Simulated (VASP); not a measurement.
Set up this calculation in VASP 6.6.1, as the native input.

| Quantity | Value |
| --- | --- |
| Task | single point |
| Functional | PBE |
| Potentials or basis | VASP PAW PBE potentials, release 64 (Cu, Pt, Ni, Si) |
| Cutoff | 520 eV |
| k mesh | 1 × 1 × 1, shifted |
| Occupations | fermi-dirac, width 0.2128 eV |
| Spin | no spin polarisation |
| Dipole correction | no |
| Further INCAR settings | LREAL = Auto; ALGO = Normal; EDIFF = 1e-06; NBANDS = 114; ISYM = 0 |

The structure of Cu7Si2Ni4Pt7 lies in POSCAR:

```
Cu7Si2Ni4Pt7
1.0
    6.3918180000      0.0201270000      0.0956380000
    0.0201270000      6.3566260000      0.0266190000
    0.0956380000      0.0266190000      6.4557280000
Cu Pt Ni Si
7 7 4 2
Direct
    0.6125789695      0.6117276762      0.6847955170
    0.6779232128      0.1346041728      0.4011065447
    0.8598629316      0.8999856821      0.6014933885
    0.1496298706      0.7573712393      0.2867007770
    0.1556817159      0.1360440661      0.4747866631
    0.7643374870      0.7347426774      0.3259240749
    0.1431698152      0.3977824231      0.0480607230
    0.9397661823      0.3421502969      0.7601282060
    0.9387765374      0.0857298983      0.1349541439
    0.4087917922      0.0614499462      0.1694249253
    0.3927237506      0.4525031123      0.3688568517
    0.2413982590      0.6227367665      0.7443426246
    0.6417203251      0.3938172562      0.0482769922
    0.4020509114      0.2478964521      0.7314282602
    0.1812457179      0.9642465198      0.8029441054
    0.4629187922      0.8551874048      0.4929314152
    0.6199965762     -0.0291756447      0.9034896442
    0.9034790316      0.7154983977     -0.0282144445
    0.4232041813      0.7022659094      0.0039983070
    0.9530774536      0.4007980044      0.3587435432
```

The cell was built by a generator and needn't be a form met in nature.

These files were run (other wordings do the same):

INCAR

```
SYSTEM = Cu7Si2Ni4Pt7
PREC = Accurate
ENCUT = 520
EDIFF = 1E-6
ISMEAR = -1
SIGMA = 0.2128
LREAL = Auto
LASPH = .TRUE.
NELM = 100
ALGO = Normal
ISIF = 2
LWAVE = .FALSE.
LCHARG = .FALSE.
GGA = PE
ISYM = 0
NBANDS = 114
```

KPOINTS

```
Automatic mesh
0
Gamma
  1 1 1
  0.25 0.25 0.25
```

Potentials or basis: VASP PAW PBE potentials, release 64 (Cu, Pt, Ni, Si).

Run with:

```bash
$ cat potpaw_PBE.64/Cu/POTCAR potpaw_PBE.64/Pt/POTCAR potpaw_PBE.64/Ni/POTCAR potpaw_PBE.64/Si/POTCAR > POTCAR
$ mpirun -np 1 vasp_std > vasp.out
```

Results of the run:

```yaml
Pressure: 15.4 GPa
Largest_force: 4.863 eV/Å
Band_gap_on_the_k_mesh: none (metal or under the smearing width)
```

Caveat: so large a pressure means that the cell lies far from this level's equilibrium, or that cutoff or potentials fall short.

It took 110 s on 1 thread of Intel(R) Xeon(R) Platinum 8488C (Sapphire Rapids), on a shared host, peak memory 0.33 GiB.
